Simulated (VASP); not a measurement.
# TaAgO3 (Pm-3m) in VASP: single point with LDA

Aim: the single point of TaAgO3 with LDA.

All numbers are computed with VASP 6.6.1; they aren't measurements. Logs are shortened: lines on timing, memory, paths and dates and some standing lists are left out, and cuts for length are marked.

## (1) Starting point

It takes space group Pm-3m (No. 221, cubic). The conventional cell has a = 3.999 Å, b = 3.999 Å, c = 3.999 Å, α = 90.00°, β = 90.00°, γ = 90.00°. Ta (site symmetry m-3m) is surrounded by 6 O at 2.00 Å. Ag (site symmetry m-3m) is surrounded by 12 O at 2.83 Å. O (site symmetry 4/mmm) has 2 Ta at 2.00 Å as nearest neighbours.

Measurements of this composition are mostly on another form, of space group No. 161.

## (2) Single point, LDA

The input, INCAR:

```
SYSTEM = TaAgO3
PREC     = Accurate       ! precision mode
ENCUT    = 520            ! plane-wave cutoff, eV
EDIFF    = 1E-6           ! SCF threshold, eV
ISMEAR   = 0              ! smearing method
SIGMA    = 0.05           ! smearing width, eV
LREAL    = .False.        ! projectors in reciprocal space
LASPH    = .True.         ! aspherical terms in the spheres
NELM     = 100            ! most SCF steps
ALGO     = Normal         ! electronic algorithm
ISIF     = 2              ! what is computed and relaxed
LWAVE    = .False.        ! write WAVECAR
LCHARG   = .False.        ! write CHGCAR
GGA      = CA             ! functional
NBANDS   = 28             ! bands
```

The input, KPOINTS:

```
Automatic mesh
0
Gamma
  8 8 8
  0 0 0
```

The input, POSCAR:

```
TaAgO3
1.0
    3.9993700000      0.0000000000      0.0000000000
    0.0000000000      3.9993700000      0.0000000000
    0.0000000000      0.0000000000      3.9993700000
Ta Ag O
1 1 3
Direct
    0.0000000000      0.0000000000      0.0000000000
    0.5000000000      0.5000000000      0.5000000000
    0.0000000000      0.0000000000      0.5000000000
    0.0000000000      0.5000000000      0.0000000000
    0.5000000000      0.0000000000      0.0000000000
```

Potentials or basis: VASP PAW LDA potentials, release 64 (Ta_pv, Ag, O).

Command:

```console
cat potpaw_LDA.64/Ta_pv/POTCAR potpaw_LDA.64/Ag/POTCAR potpaw_LDA.64/O/POTCAR > POTCAR
mpirun -np 1 vasp_std > vasp.out
```

OUTCAR:

```text
SYSTEM = TaAgO3
   PREC = Accurate
   ENCUT = 520
   EDIFF = 1E-6
   ISMEAR = 0
   LREAL = .False.
   LASPH = .True.
   NELM = 100
   ISIF = 2
   GGA = CA

 ion  position               nearest neighbor table
   1  0.000  0.000  0.000-   3 2.00   4 2.00   5 2.00   3 2.00   4 2.00   5 2.00   2 3.46   2 3.46
                             2 3.46   2 3.46   2 3.46   2 3.46   2 3.46   2 3.46
   2  0.500  0.500  0.500-   1 3.46   1 3.46   1 3.46   1 3.46   1 3.46   1 3.46   1 3.46   1 3.46

   3  0.000  0.000  0.500-   1 2.00   1 2.00
   4  0.000  0.500  0.000-   1 2.00   1 2.00
   5  0.500  0.000  0.000-   1 2.00   1 2.00

  LATTYP: Found a simple cubic cell.
 ALAT       =     3.9993700000

  Lattice vectors:

 A1 = (   3.9993700000,   0.0000000000,   0.0000000000)
 A2 = (   0.0000000000,   3.9993700000,   0.0000000000)
 A3 = (   0.0000000000,   0.0000000000,   3.9993700000)

Analysis of symmetry for initial positions (statically):
=====================================================================
 Subroutine PRICEL returns:
 Original cell was already a primitive cell.

 Routine SETGRP: Setting up the symmetry group for a
 simple cubic supercell.

 Subroutine GETGRP returns: Found 48 space group operations
 (whereof 48 operations were pure point group operations)
 out of a pool of 48 trial point group operations.

The static configuration has the point symmetry O_h .

Analysis of symmetry for dynamics (positions and initial velocities):
=====================================================================
 Subroutine PRICEL returns:
 Original cell was already a primitive cell.

 Routine SETGRP: Setting up the symmetry group for a
 simple cubic supercell.

 Subroutine GETGRP returns: Found 48 space group operations
 (whereof 48 operations were pure point group operations)
 out of a pool of 48 trial point group operations.

The dynamic configuration has the point symmetry O_h .

 Subroutine INISYM returns: Found 48 space group operations
 (whereof 48 operations are pure point group operations),
 and found     1 'primitive' translations

----------------------------------------------------------------------------------------

                                     Primitive cell

  volume of cell :      63.9698

  direct lattice vectors                    reciprocal lattice vectors
     3.999370000  0.000000000  0.000000000     0.250039381  0.000000000  0.000000000
     0.000000000  3.999370000  0.000000000     0.000000000  0.250039381  0.000000000
     0.000000000  0.000000000  3.999370000     0.000000000  0.000000000  0.250039381

  length of vectors
     3.999370000  3.999370000  3.999370000     0.250039381  0.250039381  0.250039381

  position of ions in fractional coordinates (direct lattice)
     0.000000000  0.000000000  0.000000000
     0.500000000  0.500000000  0.500000000
     0.000000000  0.000000000  0.500000000
     0.000000000  0.500000000  0.000000000
     0.500000000  0.000000000  0.000000000

  ion indices of the primitive-cell ions
   primitive index   ion index
                 1           1
                 2           2
                 3           3
                 4           4
                 5           5

----------------------------------------------------------------------------------------

 KPOINTS: Automatic mesh

Automatic generation of k-mesh.
 Grid dimensions read from file:
 generate k-points for:    8    8    8

 Generating k-lattice:

  Cartesian coordinates                     Fractional coordinates (reciprocal lattice)
     0.031254923  0.000000000  0.000000000     0.125000000  0.000000000  0.000000000
     0.000000000  0.031254923  0.000000000     0.000000000  0.125000000  0.000000000
     0.000000000  0.000000000  0.031254923     0.000000000  0.000000000  0.125000000

  Length of vectors
     0.031254923  0.031254923  0.031254923

  Shift w.r.t. Gamma in fractional coordinates (k-lattice)
     0.000000000  0.000000000  0.000000000

 Subroutine IBZKPT returns following result:
 ===========================================

 Found     35 irreducible k-points:

 Following reciprocal coordinates:
            Coordinates               Weight
  0.000000  0.000000  0.000000      1.000000
  0.125000  0.000000  0.000000      6.000000
  0.250000  0.000000  0.000000      6.000000
  0.375000  0.000000  0.000000      6.000000
  0.500000  0.000000  0.000000      3.000000
  0.125000  0.125000  0.000000     12.000000
[... 16 lines left out ...]
  0.375000  0.375000  0.125000     24.000000
  0.500000  0.375000  0.125000     24.000000
 [... further k-points ...]
   k-points           NKPTS =     35   k-points in BZ     NKDIM =     35   number of bands    NBANDS=     28
   number of dos      NEDOS =    301   number of ions     NIONS =      5
   total plane-waves  NPLWV =  27000
   dimension x,y,z NGX =    30 NGY =   30 NGZ =   30
   dimension x,y,z NGXF=    60 NGYF=   60 NGZF=   60
   ions per type =               1   1   3
   NGX,Y,Z   is equivalent  to a cutoff of  12.47, 12.47, 12.47 a.u.
   NGXF,Y,Z  is equivalent  to a cutoff of  24.94, 24.94, 24.94 a.u.
 SYSTEM =  TaAgO3
   PREC   = accura    normal or accurate (medium, high low for compatibility)
   ISTART =      0    job   : 0-new  1-cont  2-samecut
   ICHARG =      2    charge: 1-file 2-atom 10-const
   ISPIN  =      1    spin polarized calculation?
   LNONCOLLINEAR =      F non collinear calculations
   LSORBIT =      F    spin-orbit coupling
   LASPH  =      T    aspherical Exc in radial PAW
   ENCUT  =  520.0 eV  38.22 Ry    6.18 a.u.   7.44  7.44  7.44*2*pi/ulx,y,z
   NELM   =    100;   NELMIN=  2; NELMDL= -5     # of ELM steps
   EDIFF  = 0.1E-05   stopping-criterion for ELM
   LREAL  =      F    real-space projection
   EDIFFG = 0.1E-04   stopping-criterion for IOM
   NSW    =      0    number of steps for IOM
   IBRION =     -1    ionic relax: 0-MD 1-quasi-New 2-CG
   NFREE  =      0    steps in history (QN), initial steepest desc. (CG)
   ISIF   =      2    stress and relaxation
   ISYM   =      2    0-nonsym 1-usesym 2-fastsym
   POTIM  = 0.5000    time-step for ionic-motion
   TEBEG  =    0.0;   TEEND  =   0.0 temperature during run
   PSTRESS=    0.0 pullay stress
   NELECT =      40.0000    total number of electrons
   NUPDOWN=      -1.0000    fix difference up-down
   EMIN   =  10.00;   EMAX   =-10.00  energy-range for DOS
   EFERMI =   0.00;   METHOD = LEGACY
   ISMEAR =     0;   SIGMA  =   0.05  broadening in eV -4-tet -1-fermi 0-gaus
   EFERMI_NEDOS =   21; number of points for ismear=-14 and -15
   IALGO  =     38    algorithm
   IMIX   =      4    mixing-type and parameters
     AMIX     =   0.40;   BMIX     =  1.00
     AMIX_MAG =   1.60;   BMIX_MAG =  1.00
  volume/ion in A,a.u.               =      12.79        86.34
  Fermi-wavevector in a.u.,A,eV,Ry     =   1.399920  2.645465 26.664374  1.959776
  Thomas-Fermi vector in A             =   2.522932
   LORBIT       =      0    0 simple, 1 ext, 2 COOP (PROOUT), +10 PAW based schemes
   GGA     = CA    functional components
   LHFCALC =     F    Hartree Fock is set to
   AEXX    =    0.0000 exact exchange contribution
   IVDW    =     0    specifies the selected vdW correction
   LEPSILON=     F    determine dielectric tensor
   LRPA    =     F    only Hartree local field effects (RPA)
 non-spin polarized calculation
 Gauss-broadening in eV      SIGMA  =   0.05
  energy-cutoff  :      520.00
  volume of cell :       63.97
 maximum number of plane-waves:      1751
 NGX is ok and might be reduce to    30
   NGX = 15   NGY = 15   NGZ = 15

 number of electron      39.9999968 magnetization

 Free energy of the ion-electron system (eV)
  ---------------------------------------------------
  ext. energy  EPLUGINS =         0.00000000
  ---------------------------------------------------
  free energy    TOTEN  =       -43.45244676 eV

  energy without entropy =      -43.45244676  energy(sigma->0) =      -43.45244676

 E-fermi :   3.3407     XC(G=0): -11.8054

 val. band max:        3.1043780616   @ k =   0.5000   0.5000   0.0000
 cond. band min:       4.5950146600   @ k =   0.0000   0.0000   0.0000
 fundamental gap:      1.4906365985
 Fermi energy:         3.3406639959

 k-point     1 :       0.0000    0.0000    0.0000
  band No.  band energies     occupation
      1     -31.1969      2.00000
      2     -31.1969      2.00000
      3     -31.1969      2.00000
      4     -14.5681      2.00000
      5     -13.7126      2.00000
      6     -13.7126      2.00000
[... 20 lines left out ...]
     27      14.7695      0.00000
     28      14.7695      0.00000

 k-point     2 :       0.1250    0.0000    0.0000
  band No.  band energies     occupation
      1     -31.2096      2.00000
      2     -31.1965      2.00000
      3     -31.1965      2.00000
      4     -14.4978      2.00000
      5     -13.7084      2.00000
      6     -13.6294      2.00000
[... 20 lines left out ...]
     27      13.4180      0.00000
     28      14.7027      0.00000

 k-point     3 :       0.2500    0.0000    0.0000
  band No.  band energies     occupation
      1     -31.2399      2.00000
      2     -31.1953      2.00000
      3     -31.1953      2.00000
      4     -14.3634      2.00000
      5     -13.6984      2.00000
      6     -13.3681      2.00000
[... 20 lines left out ...]
     27      12.1271      0.00000
     28      14.5659      0.00000

 k-point     4 :       0.3750    0.0000    0.0000
  band No.  band energies     occupation
      1     -31.2699      2.00000
      2     -31.1941      2.00000
      3     -31.1941      2.00000
      4     -14.2713      2.00000
      5     -13.6883      2.00000
      6     -13.0209      2.00000
[... 20 lines left out ...]
     27      12.2151      0.00000
     28      14.4892      0.00000

 k-point     5 :       0.5000    0.0000    0.0000
  band No.  band energies     occupation
      1     -31.2823      2.00000
      2     -31.1936      2.00000
      3     -31.1936      2.00000
      4     -14.2418      2.00000
      5     -13.6845      2.00000
      6     -12.8523      2.00000
[... 20 lines left out ...]
     27      12.3720      0.00000
     28      14.4899      0.00000

 k-point     6 :       0.1250    0.1250    0.0000
  band No.  band energies     occupation
      1     -31.2092      2.00000
      2     -31.2090      2.00000
      3     -31.1960      2.00000
      4     -14.4225      2.00000
      5     -13.6611      2.00000
      6     -13.5940      2.00000
[... 463 lines left out ...]
      5     -13.3529      2.00000
      6     -12.9905      2.00000
[... 20 lines left out ...]
     27      12.2606      0.00000
     28      13.4383      0.00000

 k-point    22 :       0.5000    0.2500    0.1250
  band No.  band energies     occupation
      1     -31.2798      2.00000
      2     -31.2358      2.00000
      3     -31.2045      2.00000
      4     -13.8919      2.00000
      5     -13.3440      2.00000
      6     -12.8215      2.00000
[... 20 lines left out ...]
     27      12.2779      0.00000
     28      13.5360      0.00000

 k-point    23 :       0.3750    0.3750    0.1250
  band No.  band energies     occupation
      1     -31.2662      2.00000
      2     -31.2660      2.00000
      3     -31.2038      2.00000
      4     -13.8398      2.00000
      5     -13.0207      2.00000
      6     -12.9490      2.00000
[... 20 lines left out ...]
     27      11.5751      0.00000
     28      13.0833      0.00000

 k-point    24 :       0.5000    0.3750    0.1250
  band No.  band energies     occupation
      1     -31.2784      2.00000
      2     -31.2656      2.00000
      3     -31.2033      2.00000
      4     -13.8217      2.00000
      5     -12.9793      2.00000
      6     -12.8048      2.00000
[... 20 lines left out ...]
     27      11.6100      0.00000
     28      12.9770      0.00000

 [... further k-points ...]
[... 5 lines left out ...]
  --------------------------------------------------------------------------------------
  -------------------------------------------------------------------------------------
  Total       -4.6729678     -4.6729678     -4.6729678     -0.0000000     -0.0000000      0.0000000
  in kB     -117.0384648   -117.0384648   -117.0384648     -0.0000000     -0.0000000      0.0000000
  external PRESSURE =    -117.0384648 kB  Pullay stress =       0.0000000 kB

 VOLUME and BASIS-vectors are now :
 -----------------------------------------------------------------------------
  energy-cutoff  :      520.00
  volume of cell :       63.97
      direct lattice vectors                 reciprocal lattice vectors
     3.999370000  0.000000000  0.000000000     0.250039381  0.000000000  0.000000000
     0.000000000  3.999370000  0.000000000     0.000000000  0.250039381  0.000000000
     0.000000000  0.000000000  3.999370000     0.000000000  0.000000000  0.250039381

 POSITION                                       TOTAL-FORCE (eV/Angst)
 -----------------------------------------------------------------------------------
      0.00000      0.00000      0.00000         0.000000      0.000000      0.000000
      1.99968      1.99968      1.99968         0.000000      0.000000      0.000000
      0.00000      0.00000      1.99968         0.000000      0.000000      0.000000
      0.00000      1.99968      0.00000         0.000000      0.000000      0.000000
      1.99968      0.00000      0.00000         0.000000      0.000000      0.000000
 -----------------------------------------------------------------------------------
    total drift:                                0.000000     -0.000000      0.000000

  FREE ENERGIE OF THE ION-ELECTRON SYSTEM (eV)
  ---------------------------------------------------
  free  energy   TOTEN  =       -43.4524467569 eV

  energy  without entropy=      -43.4524467569  energy(sigma->0) =      -43.45244676
```

It took 34 s on 1 thread of Intel Xeon 6975P-C (Granite Rapids), shared host; peak memory 0.18 GiB.

What came out:

```
Free energy            : -43.4524 eV
Pressure               : -11.7 GPa
Band gap on the k mesh : 1.49 eV, indirect (least direct gap 2.07 eV)
```

Caveat: spin-orbit coupling is left out, which moves the levels of the heavy elements.
